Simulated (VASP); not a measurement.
Calculation: LDA (Ceperley-Alder, Perdew-Zunger), VASP's LDA PAW potentials (set 64) (plane waves; VASP 6.6.1).

Input for VASP

**POSCAR**
```
PbO
3.999510
  1.0000000000   0.0000000000   0.0000000000
  0.0000000000   1.0000000000   0.0000000000
  0.0000000000   0.0000000000   1.3151161017
Pb O
2 2
Direct
  0.4788910000  -0.0223590000   0.2075000000
  0.0023510000   0.5314220000   0.7883190000
  0.5088100000   0.4848040000   0.0031870000
  0.0099470000   0.0061330000   0.0009940000
```

INCAR:
```
ALGO  =  Normal
EDIFF  =  1E-6
ENCUT  =  400
ISIF  =  2
ISMEAR  =  -1
LASPH  =  .True.
LCHARG  =  .False.
LMAXMIX  =  4
LREAL  =  .False.
LWAVE  =  .False.
NELM  =  100
PREC  =  Accurate
SIGMA  =  0.05
SYSTEM  =  PbO
```

File KPOINTS:
```
Automatic mesh
0
Gamma
7 7 5
0 0 0
```

POTCAR, in this order: Pb_d O (LDA.64 set). Program: vasp_std.

The resulting files:

### OUTCAR
```
 ion  position               nearest neighbor table
   1  0.479  0.978  0.208-   4 2.17   3 2.25   3 2.30   4 2.39   2 3.42   2 3.53   2 3.66   2 3.76
                             2 4.02   2 4.11
   2  0.002  0.531  0.788-   4 2.20   3 2.28   3 2.33   4 2.38   1 3.42   1 3.53   1 3.66   1 3.76
                             1 4.02   1 4.11
   3  0.509  0.485  0.003-   1 2.25   2 2.28   1 2.30   2 2.33
   4  0.010  0.006  0.001-   1 2.17   2 2.20   2 2.38   1 2.39
  LATTYP: Found a simple tetragonal cell.
 ALAT       =     3.9995100000
 C/A-ratio  =     1.3151161017
 Subroutine PRICEL returns:
 Original cell was already a primitive cell.
 Subroutine GETGRP returns: Found  1 space group operations
The static configuration has the point symmetry C_1 .
The dynamic configuration has the point symmetry C_1 .
 Subroutine INISYM returns: Found  1 space group operations
 Subroutine IBZKPT returns following result:
 Found    123 irreducible k-points:

 Following reciprocal coordinates:
            Coordinates               Weight
  0.000000  0.000000  0.000000      1.000000
  0.142857  0.000000  0.000000      2.000000
  0.000000  0.142857  0.000000      2.000000
  0.285714  0.000000  0.000000      2.000000
  0.000000  0.285714  0.000000      2.000000
  0.428571  0.000000  0.000000      2.000000
  0.000000  0.428571  0.000000      2.000000
  0.142857  0.142857  0.000000      2.000000
 -0.142857  0.142857  0.000000      2.000000
  0.285714  0.142857  0.000000      2.000000
 -0.142857  0.285714  0.000000      2.000000
 -0.285714  0.142857  0.000000      2.000000
  0.142857  0.285714  0.000000      2.000000
  0.428571  0.142857  0.000000      2.000000
 -0.142857  0.428571  0.000000      2.000000
 -0.428571  0.142857  0.000000      2.000000
  0.142857  0.428571  0.000000      2.000000
  0.285714  0.285714  0.000000      2.000000
 -0.285714  0.285714  0.000000      2.000000
  0.428571  0.285714  0.000000      2.000000
 -0.285714  0.428571  0.000000      2.000000
 -0.428571  0.285714  0.000000      2.000000
  0.285714  0.428571  0.000000      2.000000
  0.428571  0.428571  0.000000      2.000000
 -0.428571  0.428571  0.000000      2.000000
  0.000000  0.000000  0.200000      2.000000
  0.142857  0.000000  0.200000      2.000000
  0.000000  0.142857  0.200000      2.000000
 -0.142857  0.000000  0.200000      2.000000
  0.000000 -0.142857  0.200000      2.000000
  0.285714  0.000000  0.200000      2.000000
  0.000000  0.285714  0.200000      2.000000
 -0.285714  0.000000  0.200000      2.000000
  0.000000 -0.285714  0.200000      2.000000
  0.428571  0.000000  0.200000      2.000000
  0.000000  0.428571  0.200000      2.000000
 -0.428571  0.000000  0.200000      2.000000
  0.000000 -0.428571  0.200000      2.000000
  0.142857  0.142857  0.200000      2.000000
 -0.142857  0.142857  0.200000      2.000000
   k-points           NKPTS =    123   k-points in BZ     NKDIM =    123   number of bands    NBANDS=     24
   number of dos      NEDOS =    301   number of ions     NIONS =      4
   total plane-waves  NPLWV =  28224
   dimension x,y,z NGX =    28 NGY =   28 NGZ =   36
   dimension x,y,z NGXF=    56 NGYF=   56 NGZF=   72
   ions per type =               2   2
   PREC   = accura    normal or accurate (medium, high low for compatibility)
   ISTART =      0    job   : 0-new  1-cont  2-samecut
   ICHARG =      2    charge: 1-file 2-atom 10-const
   ISPIN  =      1    spin polarized calculation?
   LNONCOLLINEAR =      F non collinear calculations
   LSORBIT =      F    spin-orbit coupling
   INIWAV =      1    electr: 0-lowe 1-rand  2-diag
   ENCUT  =  400.0 eV  29.40 Ry    5.42 a.u.   6.52  6.52  8.58*2*pi/ulx,y,z
...
```

**OSZICAR**
```
       N       E                     dE             d eps       ncg     rms          rms(c)
DAV:   1     0.416797693610E+03    0.41680E+03   -0.17457E+04  5904   0.163E+03
DAV:   2     0.245305305310E+02   -0.39227E+03   -0.38563E+03  6336   0.452E+02
DAV:   3    -0.270757644046E+02   -0.51606E+02   -0.50694E+02  8032   0.182E+02
DAV:   4    -0.285732967974E+02   -0.14975E+01   -0.14967E+01  6728   0.359E+01
DAV:   5    -0.286217372225E+02   -0.48440E-01   -0.48435E-01  8304   0.587E+00    0.118E+01
DAV:   6    -0.244156002884E+02    0.42061E+01   -0.32842E+01  9320   0.463E+01    0.498E+00
DAV:   7    -0.242618727481E+02    0.15373E+00   -0.29018E+00  7368   0.127E+01    0.253E+00
DAV:   8    -0.242364949010E+02    0.25378E-01   -0.10222E+00  8944   0.777E+00    0.141E+00
DAV:   9    -0.241910838828E+02    0.45411E-01   -0.29045E-01  9464   0.465E+00    0.215E-01
DAV:  10    -0.241927332562E+02   -0.16494E-02   -0.18927E-02  6440   0.888E-01    0.906E-02
DAV:  11    -0.241929490350E+02   -0.21578E-03   -0.82882E-04  9552   0.274E-01    0.524E-02
DAV:  12    -0.241928804156E+02    0.68619E-04   -0.56970E-04  9728   0.213E-01    0.145E-02
DAV:  13    -0.241928877064E+02   -0.72908E-05   -0.68449E-05  7072   0.606E-02    0.198E-02
DAV:  14    -0.241928800976E+02    0.76088E-05   -0.42287E-05  7264   0.672E-02    0.320E-03
DAV:  15    -0.241928806703E+02   -0.57271E-06   -0.67439E-06  6448   0.161E-02
   1 F= -.24192881E+02 E0= -.24192881E+02  d E =-.349425E-07
```

File OUTCAR:
```
------------------------ aborting loop because EDIFF is reached ----------------------------------------
  FORCE on cell =-STRESS in cart. coord.  units (eV):
  Direction    XX          YY          ZZ          XY          YZ          ZX
  --------------------------------------------------------------------------------------
  Total       -0.3632347     -0.3739343      0.5895822      0.0396693      1.3572262      0.8670775
  in kB       -6.9169320     -7.1206787     11.2271751      0.7554069     25.8451077     16.5114046
  external PRESSURE =      -0.9368119 kB  Pullay stress =       0.0000000 kB
  volume of cell :       84.14
      direct lattice vectors                 reciprocal lattice vectors
     3.999510000  0.000000000  0.000000000     0.250030629  0.000000000  0.000000000
     0.000000000  3.999510000  0.000000000     0.000000000  0.250030629  0.000000000
     0.000000000  0.000000000  5.259820000     0.000000000  0.000000000  0.190120574
 POSITION                                       TOTAL-FORCE (eV/Angst)
 -----------------------------------------------------------------------------------
      1.91533      3.91008      1.09141         0.766397      0.475174      1.484619
      0.00940      2.12543      4.14642        -0.045159     -0.814108     -1.002774
      2.03499      1.93898      0.01676        -0.118586      0.201071     -0.282687
      0.03978      0.02453      0.00523        -0.602652      0.137863     -0.199159
 -----------------------------------------------------------------------------------
    total drift:                                0.000122      0.000213      0.000326
  FREE ENERGIE OF THE ION-ELECTRON SYSTEM (eV)
  ---------------------------------------------------
  free  energy   TOTEN  =       -24.1928806703 eV

  energy  without entropy=      -24.1928806354  energy(sigma->0) =      -24.19288065
```
(Selected blocks of OUTCAR.)

At this cut-off the stress carries a Pulay error, which pulls relaxed volumes low.

The structure comes from a computed database's PbO entry; how it stands against other phases isn't given here. The cell was not relaxed at this level, atoms are displaced from their ideal sites.
